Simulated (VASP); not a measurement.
# MoRu (P-6m2) in VASP: single point with LDA

Aim: the single point of MoRu with LDA.

All numbers are computed with VASP 6.6.1; they aren't measurements. Logs are shortened: lines on timing, memory, paths and dates and some standing lists are left out, and cuts for length are marked.

## Step 1: Starting point

The structure is hexagonal, space group P-6m2 (No. 187). Conventional cell: a = 2.777 Å, b = 2.777 Å, c = 4.464 Å, α = 90.00°, β = 90.00°, γ = 120.00°. Around Mo (site symmetry -6m2) lie 6 Ru at 2.75 Å and 6 Mo at 2.78 Å. Ru (site symmetry -6m2) is surrounded by 6 Mo at 2.75 Å and 6 Ru at 2.78 Å.

The cell comes from a database or a generator and needn't be the stable form of this composition.

## Step 2: Single point, LDA

Input file INCAR:

```
ALGO = Normal
EDIFF = 1E-6
ENCUT = 520
GGA = CA
ISIF = 2
ISMEAR = 0
LASPH = True
LCHARG = False
LREAL = False
LWAVE = False
NBANDS = 21
NELM = 80
PREC = Accurate
SIGMA = 0.1
```

Input file KPOINTS:

```
k-points
0
Gamma
  9 9 4
```

Input file POSCAR:

```
MoRu
1.0
    2.7774147960      0.0000000000      0.0000000000
   -1.3887073980      2.4053117702      0.0000000000
    0.0000000000      0.0000000000      4.4637070000
Mo Ru
1 1
Direct
    0.6666666700      0.3333333300      0.0000000000
    0.3333333300      0.6666666700      0.5000000000
```

Potentials or basis: VASP PAW LDA potentials, release 64 (Mo_sv, Ru_pv).

On the command line:

```console
> cat potpaw_LDA.64/Mo_sv/POTCAR potpaw_LDA.64/Ru_pv/POTCAR > POTCAR
> mpirun -np 1 vasp_std > vasp.out
```

OUTCAR:

```text
EDIFF = 1E-6
   ENCUT = 520
   GGA = CA
   ISIF = 2
   ISMEAR = 0
   LASPH = True
   LREAL = False
   NELM = 80
   PREC = Accurate

 ion  position               nearest neighbor table
   1  0.667  0.333  0.000-   2 2.75   2 2.75   2 2.75   2 2.75   2 2.75   2 2.75
   2  0.333  0.667  0.500-   1 2.75   1 2.75   1 2.75   1 2.75   1 2.75   1 2.75

  LATTYP: Found a hexagonal cell.
 ALAT       =     2.7774147960
 C/A-ratio  =     1.6071445311

  Lattice vectors:

 A1 = (   2.7774147960,   0.0000000000,   0.0000000000)
 A2 = (  -1.3887073980,   2.4053117702,   0.0000000000)
 A3 = (   0.0000000000,   0.0000000000,   4.4637070000)

Analysis of symmetry for initial positions (statically):
=====================================================================
 Subroutine PRICEL returns:
 Original cell was already a primitive cell.

 Routine SETGRP: Setting up the symmetry group for a
 hexagonal supercell.

 Subroutine GETGRP returns: Found 12 space group operations
 (whereof 12 operations were pure point group operations)
 out of a pool of 24 trial point group operations.

The static configuration has the point symmetry D_3h.

Analysis of symmetry for dynamics (positions and initial velocities):
=====================================================================
 Subroutine PRICEL returns:
 Original cell was already a primitive cell.

 Routine SETGRP: Setting up the symmetry group for a
 hexagonal supercell.

 Subroutine GETGRP returns: Found 12 space group operations
 (whereof 12 operations were pure point group operations)
 out of a pool of 24 trial point group operations.

The dynamic configuration has the point symmetry D_3h.

 Subroutine INISYM returns: Found 12 space group operations
 (whereof 12 operations are pure point group operations),
 and found     1 'primitive' translations

----------------------------------------------------------------------------------------

                                     Primitive cell

  volume of cell :      29.8200

  direct lattice vectors                    reciprocal lattice vectors
     2.777414796  0.000000000  0.000000000     0.360047049  0.207873260  0.000000000
    -1.388707398  2.405311770  0.000000000     0.000000000  0.415746521  0.000000000
     0.000000000  0.000000000  4.463707000     0.000000000  0.000000000  0.224029041

  length of vectors
[... 79 lines left out ...]
   LASPH  =      T    aspherical Exc in radial PAW
   ENCUT  =  520.0 eV  38.22 Ry    6.18 a.u.   5.16  5.16  8.30*2*pi/ulx,y,z
   NELM   =     80;   NELMIN=  2; NELMDL= -5     # of ELM steps
   EDIFF  = 0.1E-05   stopping-criterion for ELM
   LREAL  =      F    real-space projection
   EDIFFG = 0.1E-04   stopping-criterion for IOM
   NSW    =      0    number of steps for IOM
   IBRION =     -1    ionic relax: 0-MD 1-quasi-New 2-CG
   NFREE  =      0    steps in history (QN), initial steepest desc. (CG)
   ISIF   =      2    stress and relaxation
   ISYM   =      2    0-nonsym 1-usesym 2-fastsym
   POTIM  = 0.5000    time-step for ionic-motion
   TEBEG  =    0.0;   TEEND  =   0.0 temperature during run
   PSTRESS=    0.0 pullay stress
   NELECT =      28.0000    total number of electrons
   NUPDOWN=      -1.0000    fix difference up-down
   EMIN   =  10.00;   EMAX   =-10.00  energy-range for DOS
   EFERMI =   0.00;   METHOD = LEGACY
   ISMEAR =     0;   SIGMA  =   0.10  broadening in eV -4-tet -1-fermi 0-gaus
   EFERMI_NEDOS =   21; number of points for ismear=-14 and -15
   IALGO  =     38    algorithm
   IMIX   =      4    mixing-type and parameters
     AMIX     =   0.40;   BMIX     =  1.00
     AMIX_MAG =   1.60;   BMIX_MAG =  1.00
  volume/ion in A,a.u.               =      14.91       100.62
  Fermi-wavevector in a.u.,A,eV,Ry     =   1.603091  3.029403 34.965633  2.569902
  Thomas-Fermi vector in A             =   2.699809
   LORBIT       =      0    0 simple, 1 ext, 2 COOP (PROOUT), +10 PAW based schemes
   GGA     = CA    functional components
   LHFCALC =     F    Hartree Fock is set to
   AEXX    =    0.0000 exact exchange contribution
   IVDW    =     0    specifies the selected vdW correction
   LEPSILON=     F    determine dielectric tensor
   LRPA    =     F    only Hartree local field effects (RPA)
 non-spin polarized calculation
 Gauss-broadening in eV      SIGMA  =   0.10
  energy-cutoff  :      520.00
  volume of cell :       29.82
 maximum number of plane-waves:       815
 NGX is ok and might be reduce to    24
   NGX = 11   NGY = 11   NGZ = 17

 number of electron      27.9999998 magnetization

 Free energy of the ion-electron system (eV)
  ---------------------------------------------------
  ext. energy  EPLUGINS =         0.00000000
  ---------------------------------------------------
  free energy    TOTEN  =       -22.62963007 eV

  energy without entropy =      -22.61931644  energy(sigma->0) =      -22.62447325

 E-fermi :  11.9158     XC(G=0): -13.8322

 val. band max:       11.9138112196   @ k =   0.0000   0.0000   0.2500
 cond. band min:      11.9686281477   @ k =   0.3333   0.3333   0.5000
 fundamental gap:      0.0548169281
 Fermi energy:        11.9158091574

 k-point     1 :       0.0000    0.0000    0.0000
  band No.  band energies     occupation
      1     -48.5482      2.00000
      2     -30.4694      2.00000
      3     -30.1825      2.00000
      4     -30.1825      2.00000
      5     -22.8248      2.00000
      6     -22.1433      2.00000
[... 565 lines left out ...]
     20      20.8831      0.00000
     21      22.4000      0.00000

 [... further k-points ...]

------------------------ aborting loop because EDIFF is reached ----------------------------------------

  FORCE on cell =-STRESS in cart. coord.  units (eV):
  Direction    XX          YY          ZZ          XY          YZ          ZX
  --------------------------------------------------------------------------------------
  -------------------------------------------------------------------------------------
  Total       -2.9415668     -2.9415668     -3.2871376      0.0000000     -0.0000000      0.0000000
  in kB     -158.0452691   -158.0452691   -176.6121841      0.0000000     -0.0000000      0.0000000
  external PRESSURE =    -164.2342408 kB  Pullay stress =       0.0000000 kB

 VOLUME and BASIS-vectors are now :
 -----------------------------------------------------------------------------
  energy-cutoff  :      520.00
  volume of cell :       29.82
      direct lattice vectors                 reciprocal lattice vectors
     2.777414796  0.000000000  0.000000000     0.360047049  0.207873260  0.000000000
    -1.388707398  2.405311770  0.000000000     0.000000000  0.415746521  0.000000000
     0.000000000  0.000000000  4.463707000     0.000000000  0.000000000  0.224029041

 POSITION                                       TOTAL-FORCE (eV/Angst)
 -----------------------------------------------------------------------------------
      1.38871      0.80177      0.00000         0.000000     -0.000000      0.000000
     -0.00000      1.60354      2.23185        -0.000000      0.000000      0.000000
 -----------------------------------------------------------------------------------
    total drift:                               -0.000010      0.000006      0.000000

  FREE ENERGIE OF THE ION-ELECTRON SYSTEM (eV)
  ---------------------------------------------------
  free  energy   TOTEN  =       -22.6296300654 eV

  energy  without entropy=      -22.6193164392  energy(sigma->0) =      -22.62447325
```

stdout:

```text
POSCAR found type information on POSCAR MoRu
 POSCAR found :  2 types and       2 ions
 scaLAPACK will be used
 LDA part: xc-table for (Slater(with rela. corr.)+CA(PZ))
 , standard interpolation
 POSCAR, INCAR and KPOINTS ok, starting setup
 FFT: planning ... GRIDC
 FFT: planning ... GRID_SOFT
 FFT: planning ... GRID
 WAVECAR not read
 entering main loop
```

Run time: 18 s. Hardware: 1 thread of AMD EPYC 7R13 (Zen 3), shared host; peak memory 0.12 GiB.

What came out:

```yaml
Free_energy: -22.6296 eV
Pressure: -16.4 GPa
Band_gap_on_the_k_mesh: none (metal or under the smearing width)
```

Levels at points of the mesh, in eV from the Fermi level:
| k point | band 12 | band 13 | band 14 | band 15 | band 16 | band 17 |
| --- | --- | --- | --- | --- | --- | --- |
| (0.00, 0.00, 0.00) | -1.48 | -0.46 | -0.46 | -0.42 | -0.42 | 1.56 |
| (0.00, 0.00, 0.50) | -2.11 | -1.48 | -1.38 | -1.38 | 1.18 | 1.18 |

Caveat: so large a pressure means that the cell lies far from this level's equilibrium, or that cutoff or potentials fall short.
